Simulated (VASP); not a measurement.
# MnPt2 (P-3m1) in VASP: equation of state

How stiff is MnPt2 in PBE, and what volume does it want? The cell is scaled to several volumes.

Program: VASP 6.6.1. These are calculated values, not measurements. Logs are shortened: lines on timing, memory, paths and dates and some standing lists are left out, and cuts for length are marked.

## Step 1: The crystal as given

Symmetry: P-3m1, No. 164, trigonal system. Conventional cell: a = 2.858 Å, b = 2.858 Å, c = 6.533 Å, α = 90.00°, β = 90.00°, γ = 120.00°. Around Pt (site symmetry 3m) lie 3 Mn at 2.64 Å and 9 Pt at 2.86 to 2.91 Å. Mn (site symmetry -3m) is surrounded by 6 Pt at 2.64 Å and 6 Mn at 2.86 Å.

The cell comes from a database or a generator and needn't be the stable form of this composition.

## Step 2: Equation of state, PBE, collinear spin, ferromagnetic start, 14.48 Å³/atom (volume scaled by 0.94)

INCAR

```
PREC = Accurate
ENCUT = 520
EDIFF = 1E-7
ISMEAR = -1
SIGMA = 0.05
LREAL = F
LASPH = T
NELM = 150
ALGO = Normal
ISIF = 2
LWAVE = F
LCHARG = F
ISPIN = 2
MAGMOM = 0 0 4
LORBIT = 11
LMAXMIX = 4
GGA = PE
NBANDS = 28
```

KPOINTS

```
Automatic mesh
0
Gamma
  11 11 4
```

POSCAR

```
MnPt2
1.0
    2.8000532941      0.0000000000      0.0000000000
   -1.4000266470      2.4249172847      0.0000000000
    0.0000000000      0.0000000000      6.3991501735
Pt Mn
2 1
Direct
    0.6666666667      0.3333333333      0.3162060000
    0.3333333333      0.6666666667      0.6837940000
    0.0000000000      0.0000000000      0.0000000000
```

Potentials or basis: VASP PAW PBE potentials, release 64 (Pt, Mn_pv).

Started as:

```
> cat potpaw_PBE.64/Pt/POTCAR potpaw_PBE.64/Mn_pv/POTCAR > POTCAR
> mpirun -np 1 vasp_std > vasp.out
```

OUTCAR:

```text
PREC = Accurate
   ENCUT = 520
   EDIFF = 1E-7
   ISMEAR = -1
   LREAL = F
   LASPH = T
   NELM = 150
   ISIF = 2
   ISPIN = 2
   LORBIT = 11
   GGA = PE

 Found     58 irreducible k-points:

 Following reciprocal coordinates:
            Coordinates               Weight
  0.000000  0.000000  0.000000      1.000000
  0.090909  0.000000  0.000000      6.000000
  0.181818  0.000000  0.000000      6.000000
  0.272727 -0.000000  0.000000      6.000000
  0.363636  0.000000  0.000000      6.000000
  0.454545  0.000000  0.000000      6.000000
   k-points           NKPTS =     58   k-points in BZ     NKDIM =     58   number of bands    NBANDS=     28
   number of dos      NEDOS =    301   number of ions     NIONS =      3
   total plane-waves  NPLWV =  27648
   dimension x,y,z NGX =    24 NGY =   24 NGZ =   48
   dimension x,y,z NGXF=    48 NGYF=   48 NGZF=   96
   ions per type =               2   1
   NGX,Y,Z   is equivalent  to a cutoff of  14.25, 14.25, 12.47 a.u.
   NGXF,Y,Z  is equivalent  to a cutoff of  28.50, 28.50, 24.94 a.u.
 SYSTEM =  unknown system
   PREC   = accura    normal or accurate (medium, high low for compatibility)
   ISTART =      0    job   : 0-new  1-cont  2-samecut
   ICHARG =      2    charge: 1-file 2-atom 10-const
   ISPIN  =      2    spin polarized calculation?
   LNONCOLLINEAR =      F non collinear calculations
   LSORBIT =      F    spin-orbit coupling
   LASPH  =      T    aspherical Exc in radial PAW
   ENCUT  =  520.0 eV  38.22 Ry    6.18 a.u.   5.21  5.21 11.90*2*pi/ulx,y,z
   NELM   =    150;   NELMIN=  2; NELMDL= -5     # of ELM steps
   EDIFF  = 0.1E-06   stopping-criterion for ELM
   LREAL  =      F    real-space projection
   EDIFFG = 0.1E-05   stopping-criterion for IOM
   NSW    =      0    number of steps for IOM
   IBRION =     -1    ionic relax: 0-MD 1-quasi-New 2-CG
   NFREE  =      0    steps in history (QN), initial steepest desc. (CG)
   ISIF   =      2    stress and relaxation
   ISYM   =      2    0-nonsym 1-usesym 2-fastsym
   POTIM  = 0.5000    time-step for ionic-motion
   TEBEG  =    0.0;   TEEND  =   0.0 temperature during run
   PSTRESS=    0.0 pullay stress
   NELECT =      33.0000    total number of electrons
   NUPDOWN=      -1.0000    fix difference up-down
   EMIN   =  10.00;   EMAX   =-10.00  energy-range for DOS
   EFERMI =   0.00;   METHOD = LEGACY
   ISMEAR =    -1;   SIGMA  =   0.05  broadening in eV -4-tet -1-fermi 0-gaus
   EFERMI_NEDOS =   21; number of points for ismear=-14 and -15
   IALGO  =     38    algorithm
   IMIX   =      4    mixing-type and parameters
     AMIX     =   0.40;   BMIX     =  1.00
     AMIX_MAG =   1.60;   BMIX_MAG =  1.00
  volume/ion in A,a.u.               =      14.48        97.74
  Fermi-wavevector in a.u.,A,eV,Ry     =   1.493657  2.822603 30.354763  2.231012
  Thomas-Fermi vector in A             =   2.606030
   LORBIT       =     11    0 simple, 1 ext, 2 COOP (PROOUT), +10 PAW based schemes
   GGA     = PE    functional components
   LHFCALC =     F    Hartree Fock is set to
   AEXX    =    0.0000 exact exchange contribution
   IVDW    =     0    specifies the selected vdW correction
   LEPSILON=     F    determine dielectric tensor
   LRPA    =     F    only Hartree local field effects (RPA)
 spin polarized calculation
  energy-cutoff  :      520.00
  volume of cell :       43.45
 maximum number of plane-waves:      1185
 NGX is ok and might be reduce to    24
   NGX = 11   NGY = 11   NGZ = 23

 number of electron      32.9999999 magnetization       4.2333906

 Free energy of the ion-electron system (eV)
  ---------------------------------------------------
  ext. energy  EPLUGINS =         0.00000000
  ---------------------------------------------------
  free energy    TOTEN  =       -21.70667743 eV

  energy without entropy =      -21.68120488  energy(sigma->0) =      -21.69394116

 E-fermi :  10.5280     XC(G=0): -13.2110

 val. band max:       10.5219341307   @ k =   0.2727   0.0909   0.2500
 cond. band min:      10.5393522790   @ k =  -0.1818   0.4545   0.2500
 fundamental gap:      0.0174181483
 Fermi energy:        10.5279851014

 spin component 1

 k-point     1 :       0.0000    0.0000    0.0000
  band No.  band energies     occupation
      1     -39.1640      1.00000
      2     -39.0778      1.00000
      3     -39.0778      1.00000
      4       0.6766      1.00000
      5       3.0020      1.00000
      6       4.3504      1.00000
[... 20 lines left out ...]
     27      30.0439      0.00000
     28      30.0439      0.00000
[... 125 lines left out ...]
 k-point     6 :       0.4545    0.0000    0.0000
  band No.  band energies     occupation
      1     -39.2385      1.00000
      2     -39.1436      1.00000
      3     -39.1174      1.00000
      4       3.7890      1.00000
      5       3.9639      1.00000
      6       4.1857      1.00000
[... 20 lines left out ...]
     27      24.4042      0.00000
     28      27.2234      0.00000

 [... further k-points ...]

 spin component 2

 k-point     1 :       0.0000    0.0000    0.0000
  band No.  band energies     occupation
      1     -35.4326      1.00000
      2     -35.2565      1.00000
      3     -35.2565      1.00000
      4       0.8975      1.00000
      5       3.1345      1.00000
      6       5.0587      1.00000
[... 20 lines left out ...]
     27      30.5405      0.00000
     28      30.5405      0.00000
[... 125 lines left out ...]
 k-point     6 :       0.4545    0.0000    0.0000
  band No.  band energies     occupation
      1     -35.4417      1.00000
      2     -35.4077      1.00000
      3     -35.3015      1.00000
      4       4.0465      1.00000
      5       4.1614      1.00000
      6       4.5552      1.00000
[... 20 lines left out ...]
     27      25.0233      0.00000
     28      27.4630      0.00000

 [... further k-points ...]

------------------------ aborting loop because EDIFF is reached ----------------------------------------

  FORCE on cell =-STRESS in cart. coord.  units (eV):
  Direction    XX          YY          ZZ          XY          YZ          ZX
  --------------------------------------------------------------------------------------
  -------------------------------------------------------------------------------------
  Total        2.6107553      2.6107553      4.1006676      0.0000000      0.0000000      0.0000000
  in kB       96.2700549     96.2700550    151.2096883      0.0000000      0.0000000      0.0000000
  external PRESSURE =     114.5832661 kB  Pullay stress =       0.0000000 kB

 VOLUME and BASIS-vectors are now :
 -----------------------------------------------------------------------------
  energy-cutoff  :      520.00
  volume of cell :       43.45
      direct lattice vectors                 reciprocal lattice vectors
     2.800053294  0.000000000  0.000000000     0.357136060  0.206192600  0.000000000
    -1.400026647  2.424917285  0.000000000     0.000000000  0.412385200  0.000000000
     0.000000000  0.000000000  6.399150173     0.000000000  0.000000000  0.156270750

 POSITION                                       TOTAL-FORCE (eV/Angst)
 -----------------------------------------------------------------------------------
      1.40003      0.80831      2.02345         0.000000     -0.000000      0.161535
     -0.00000      1.61661      4.37570        -0.000000      0.000000     -0.161535
      0.00000      0.00000      0.00000         0.000000      0.000000      0.000000
 -----------------------------------------------------------------------------------
    total drift:                               -0.000000     -0.000000     -0.000000

  FREE ENERGIE OF THE ION-ELECTRON SYSTEM (eV)
  ---------------------------------------------------
  free  energy   TOTEN  =       -21.7066774325 eV

  energy  without entropy=      -21.6812048834  energy(sigma->0) =      -21.69394116

 total charge

# of ion       s       p       d       tot
------------------------------------------
    1        0.681   0.602   8.080   9.363
    2        0.681   0.602   8.080   9.363
    3        0.337   6.296   5.014  11.647
--------------------------------------------------
tot          1.698   7.500  21.175  30.373

 magnetization (x)

# of ion       s       p       d       tot
------------------------------------------
    1       -0.016  -0.000   0.281   0.264
    2       -0.016  -0.000   0.281   0.264
    3        0.014   0.025   3.505   3.544
--------------------------------------------------
tot         -0.018   0.025   4.066   4.072
```

OSZICAR:

```text
N       E                     dE             d eps       ncg     rms          rms(c)
DAV:   1     0.283994396155E+03    0.28399E+03   -0.16993E+04  6520   0.128E+03
DAV:   2    -0.106603889454E+02   -0.29465E+03   -0.27418E+03  6576   0.350E+02
DAV:   3    -0.230351850962E+02   -0.12375E+02   -0.12028E+02  7264   0.783E+01
DAV:   4    -0.231740884380E+02   -0.13890E+00   -0.13878E+00  7356   0.806E+00
DAV:   5    -0.231764395532E+02   -0.23511E-02   -0.23510E-02  7224   0.109E+00    0.205E+01
DAV:   6    -0.226203442951E+02    0.55610E+00   -0.74884E+00  7032   0.299E+01    0.144E+01
DAV:   7    -0.233906044860E+02   -0.77026E+00   -0.11806E+01  7736   0.426E+01    0.180E+01
DAV:   8    -0.215317402046E+02    0.18589E+01   -0.38766E+00  7596   0.150E+01    0.512E+00
DAV:   9    -0.216488118148E+02   -0.11707E+00   -0.14236E-01  7288   0.278E+00    0.322E+00
DAV:  10    -0.216809816544E+02   -0.32170E-01   -0.12284E-01  7628   0.279E+00    0.209E+00
DAV:  11    -0.217028764845E+02   -0.21895E-01   -0.24830E-02  7144   0.129E+00    0.959E-01
DAV:  12    -0.217063614997E+02   -0.34850E-02   -0.53324E-03  7164   0.655E-01    0.450E-01
DAV:  13    -0.217065305828E+02   -0.16908E-03   -0.15788E-03  7184   0.357E-01    0.151E-01
DAV:  14    -0.217066658434E+02   -0.13526E-03   -0.29813E-04  7376   0.140E-01    0.567E-02
DAV:  15    -0.217066777094E+02   -0.11866E-04   -0.47925E-05  7084   0.650E-02    0.195E-02
DAV:  16    -0.217066775284E+02    0.18102E-06   -0.50320E-06  7672   0.223E-02    0.722E-03
DAV:  17    -0.217066774325E+02    0.95812E-07   -0.76844E-07  7268   0.626E-03
   1 F= -.21706677E+02 E0= -.21693941E+02  d E =-.254725E-01  mag=     4.2337
```

It took 3.1 min on 1 thread of AMD EPYC 7R13 (Zen 3), shared host; peak memory 0.23 GiB.

What came out:

| Quantity | Value |
| --- | --- |
| Free energy | -21.7067 eV |
| Pressure | 11.5 GPa |
| Largest force | 0.162 eV/Å |
| Band gap on the k mesh | none (metal or under the smearing width) |
| Net moment | 4.23 μB per cell |
| Site moments | Pt +0.26; Mn +3.54 μB |
| Valence electrons inside the program's atomic spheres | Pt 9.36; Mn 11.65 |

## Step 3: Equation of state, PBE, collinear spin, ferromagnetic start, 14.79 Å³/atom (volume scaled by 0.96)

INCAR

```
SYSTEM = MnPt2
PREC = Accurate
ENCUT = 520
EDIFF = 1E-7
ISMEAR = -1
SIGMA = 0.05
LREAL = .FALSE.
LASPH = .TRUE.
NELM = 100
ALGO = Normal
ISIF = 2
LWAVE = .FALSE.
LCHARG = .FALSE.
ISPIN = 2
MAGMOM = 0 0 4
LORBIT = 11
LMAXMIX = 4
GGA = PE
NBANDS = 28
```

KPOINTS

```
regular mesh
0
G
  11 11 4
  0 0 0
```

POSCAR

```
MnPt2
1.0
    2.8197726289      0.0000000000      0.0000000000
   -1.4098863145      2.4419947296      0.0000000000
    0.0000000000      0.0000000000      6.4442160962
Pt Mn
2 1
Direct
    0.6666666667      0.3333333333      0.3162060000
    0.3333333333      0.6666666667      0.6837940000
    0.0000000000      0.0000000000      0.0000000000
```

Potentials or basis: VASP PAW PBE potentials, release 64 (Pt, Mn_pv).

Started as:

```
> cat potpaw_PBE.64/Pt/POTCAR potpaw_PBE.64/Mn_pv/POTCAR > POTCAR
> mpirun -np 1 vasp_std > vasp.out
```

It took 2.9 min on 1 thread of AMD EPYC 7R13 (Zen 3), shared host; peak memory 0.23 GiB.

The run converged. Its results:

```
Free energy                                           : -21.7608 eV
Pressure                                              : 7.1 GPa
Largest force                                         : 0.118 eV/Å
Band gap on the k mesh                                : none (metal or under the smearing width)
Net moment                                            : 4.38 μB per cell
Site moments                                          : Pt +0.28; Mn +3.64 μB
Valence electrons inside the program's atomic spheres : Pt 9.32; Mn 11.61
```

## Step 4: Equation of state, PBE, collinear spin, ferromagnetic start, 15.10 Å³/atom (volume scaled by 0.98)

INCAR

```
PREC     = Accurate       # precision mode
ENCUT    = 520            # plane-wave cutoff, eV
EDIFF    = 1E-7           # SCF threshold, eV
ISMEAR   = -1             # smearing method
SIGMA    = 0.05           # smearing width, eV
LREAL    = False          # projectors in reciprocal space
LASPH    = True           # aspherical terms in the spheres
NELM     = 120            # most SCF steps
ALGO     = Normal         # electronic algorithm
ISIF     = 2              # what is computed and relaxed
LWAVE    = False          # write WAVECAR
LCHARG   = False          # write CHGCAR
ISPIN    = 2              # spin polarisation
MAGMOM   = 0 0 4          # initial moments
LORBIT   = 11             # projections on sites
LMAXMIX  = 4              # l up to which the mixer works
GGA      = PE             # functional
NBANDS   = 28             # bands
```

KPOINTS

```
regular mesh
0
Gamma
  11 11 4
```

POSCAR

```
MnPt2
1.0
    2.8392199513      0.0000000000      0.0000000000
   -1.4196099756      2.4588366048      0.0000000000
    0.0000000000      0.0000000000      6.4886603702
Pt Mn
2 1
Direct
    0.6666666667      0.3333333333      0.3162060000
    0.3333333333      0.6666666667      0.6837940000
    0.0000000000      0.0000000000      0.0000000000
```

Started as:

```
> cat potpaw_PBE.64/Pt/POTCAR potpaw_PBE.64/Mn_pv/POTCAR > POTCAR
> mpirun -np 1 vasp_std > vasp.out
```

Wall time 3.4 min (1 thread of AMD EPYC 7R13 (Zen 3), shared host); peak memory 0.23 GiB.

The run converged. Its results:

```
Free energy                                           : -21.7908 eV
Pressure                                              : 3.1 GPa
Largest force                                         : 0.076 eV/Å
Band gap on the k mesh                                : none (metal or under the smearing width)
Net moment                                            : 4.48 μB per cell
Site moments                                          : Pt +0.30; Mn +3.71 μB
Valence electrons inside the program's atomic spheres : Pt 9.27; Mn 11.58
```

## Step 5: Equation of state, PBE, collinear spin, ferromagnetic start, 15.72 Å³/atom (volume scaled by 1.02)

INCAR

```
PREC = Accurate
ENCUT = 520
EDIFF = 1E-7
ISMEAR = -1
SIGMA = 0.05
LREAL = F
LASPH = T
NELM = 120
ALGO = Normal
ISIF = 2
LWAVE = F
LCHARG = F
ISPIN = 2
MAGMOM = 0 0 4
LORBIT = 11
LMAXMIX = 4
GGA = PE
NBANDS = 28
```

KPOINTS is that of step 4.

POSCAR

```
MnPt2
1.0
    2.8773348343      0.0000000000      0.0000000000
   -1.4386674171      2.4918450617      0.0000000000
    0.0000000000      0.0000000000      6.5757668767
Pt Mn
2 1
Direct
    0.6666666667      0.3333333333      0.3162060000
    0.3333333333      0.6666666667      0.6837940000
    0.0000000000      0.0000000000      0.0000000000
```

Started as:

```
> cat potpaw_PBE.64/Pt/POTCAR potpaw_PBE.64/Mn_pv/POTCAR > POTCAR
> mpirun -np 1 vasp_std > vasp.out
```

Run time: 3.6 min. Hardware: 1 thread of AMD EPYC 7R13 (Zen 3), shared host; peak memory 0.24 GiB.

Results (log left out):

```
Free energy                                           : -21.7854 eV
Pressure                                              : -4.0 GPa
Largest force                                         : 0.007 eV/Å
Band gap on the k mesh                                : none (metal or under the smearing width)
Net moment                                            : 4.62 μB per cell
Site moments                                          : Pt +0.31; Mn +3.81 μB
Valence electrons inside the program's atomic spheres : Pt 9.19; Mn 11.52
```

## Step 6: Equation of state, PBE, collinear spin, ferromagnetic start, 16.02 Å³/atom (volume scaled by 1.04)

INCAR

```
  PREC = Accurate
  ENCUT = 520
  EDIFF = 1E-7
  ISMEAR = -1
  SIGMA = 0.05
  LREAL = False
  LASPH = True
  NELM = 150
  ALGO = Normal
  ISIF = 2
  LWAVE = False
  LCHARG = False
  ISPIN = 2
  MAGMOM = 0 0 4
  LORBIT = 11
  LMAXMIX = 4
  GGA = PE
  NBANDS = 28
```

KPOINTS

```
Automatic mesh
0
Gamma
  11 11 4
```

POSCAR

```
MnPt2
1.0
    2.8960193503      0.0000000000      0.0000000000
   -1.4480096751      2.5080263272      0.0000000000
    0.0000000000      0.0000000000      6.6184678581
Pt Mn
2 1
Direct
    0.6666666667      0.3333333333      0.3162060000
    0.3333333333      0.6666666667      0.6837940000
    0.0000000000      0.0000000000      0.0000000000
```

Potentials or basis: VASP PAW PBE potentials, release 64 (Pt, Mn_pv).

Started as:

```
> cat potpaw_PBE.64/Pt/POTCAR potpaw_PBE.64/Mn_pv/POTCAR > POTCAR
> mpirun -np 1 vasp_std > vasp.out
```

Wall time 2.8 min (1 thread of AMD EPYC 7R13 (Zen 3), shared host); peak memory 0.24 GiB.

It converged, with:

| Item | Value |
| --- | --- |
| Free energy | -21.7539 eV |
| Pressure | -7.0 GPa |
| Largest force | 0.049 eV/Å |
| Band gap on the k mesh | none (metal or under the smearing width) |
| Net moment | 4.66 μB per cell |
| Site moments | Pt +0.31; Mn +3.85 μB |
| Valence electrons inside the program's atomic spheres | Pt 9.15; Mn 11.49 |

## Step 7: Equation of state, PBE, collinear spin, ferromagnetic start, 16.33 Å³/atom (volume scaled by 1.06)

INCAR

```
PREC = Accurate ; ENCUT = 520
EDIFF = 1E-7 ; ISMEAR = -1
SIGMA = 0.05 ; LREAL = False
LASPH = True ; NELM = 150
ALGO = Normal ; ISIF = 2
LWAVE = False ; LCHARG = False
ISPIN = 2 ; MAGMOM = 0 0 4
LORBIT = 11 ; LMAXMIX = 4
GGA = PE ; NBANDS = 28
```

KPOINTS

```
regular mesh
0
Gamma
  11 11 4
```

POSCAR

```
MnPt2
1.0
    2.9144658307      0.0000000000      0.0000000000
   -1.4572329154      2.5240014479      0.0000000000
    0.0000000000      0.0000000000      6.6606248409
Pt Mn
2 1
Direct
    0.6666666667      0.3333333333      0.3162060000
    0.3333333333      0.6666666667      0.6837940000
    0.0000000000      0.0000000000      0.0000000000
```

Started as:

```
> cat potpaw_PBE.64/Pt/POTCAR potpaw_PBE.64/Mn_pv/POTCAR > POTCAR
> mpirun -np 1 vasp_std > vasp.out
```

It took 3.6 min on 1 thread of AMD EPYC 7R13 (Zen 3), shared host; peak memory 0.24 GiB.

The run converged. Its results:

| Property | Result |
| --- | --- |
| Free energy | -21.7059 eV |
| Pressure | -9.8 GPa |
| Largest force | 0.089 eV/Å |
| Band gap on the k mesh | none (metal or under the smearing width) |
| Net moment | 4.69 μB per cell |
| Site moments | Pt +0.31; Mn +3.88 μB |
| Valence electrons inside the program's atomic spheres | Pt 9.12; Mn 11.47 |

## Step 8: Equation of state, PBE, collinear spin, ferromagnetic start

This step only gathers the single runs of the series.

What came out:

| Quantity | Value |
| --- | --- |
| Equilibrium volume | 15.36 Å³/atom |
| Bulk modulus at fixed shape and positions | 178 GPa |
| Pressure derivative of the bulk modulus | 3.7 (rough: it moves with the points fitted) |

Energy against volume, from the lowest point:
```csv
volume (Å³/atom),energy (meV/atom)
14.483,30.54
14.791,12.50
15.099,2.51
15.408,0.00
15.716,4.31
16.024,14.80
16.332,30.80
```

Caveat: the cell was scaled at fixed shape and fractional positions, which overstates the stiffness of a crystal with free parameters, most of all of layers and chains.
